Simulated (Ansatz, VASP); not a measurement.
## Cs3SiPt in VASP and in Ansatz

```
CELL_PARAMETERS angstrom
7.19494 0.00000 0.00000
-3.59747 6.23100 0.00000
0.00000 0.00000 4.70180
ATOMIC_POSITIONS crystal
Cs 0.50000 0.00000 0.00000
Cs 0.00000 0.50000 0.00000
Cs 0.50000 0.50000 0.00000
Si 0.00000 0.00000 0.50000
Pt 0.00000 0.00000 0.00000
```

Alike in both runs: task single point; functional PBE; k mesh 3 × 3 × 4; occupations gaussian, width 0.1 eV; no spin polarisation.

```csv
,VASP,Ansatz
version,VASP 6.6.1,Ansatz 0.2.0
potentials or method,"VASP PAW PBE potentials, release 64 (Cs_sv, Si, Pt)","scalar-relativistic, plane waves, PAW"
plane-wave cutoff (eV),520,420
valence electrons in the cell,41,49
```

Ansatz gave:

```
gap on the k mesh at the Fermi level (eV)       : none
pressure (GPa)                                  : 1.0
largest component of the traceless stress (GPa) : 2.95
```

Question: Which values does VASP return?

Answer: gap on the k mesh at the Fermi level (eV): none; pressure (GPa): 1.0; largest component of the traceless stress (GPa): 3.04.

A gap of «none» marks a metal or a gap that the smearing closes. The two sets of potentials don't hold the same shells in valence.

The runs have no spin-orbit coupling, so splittings on Cs, Pt are missing.
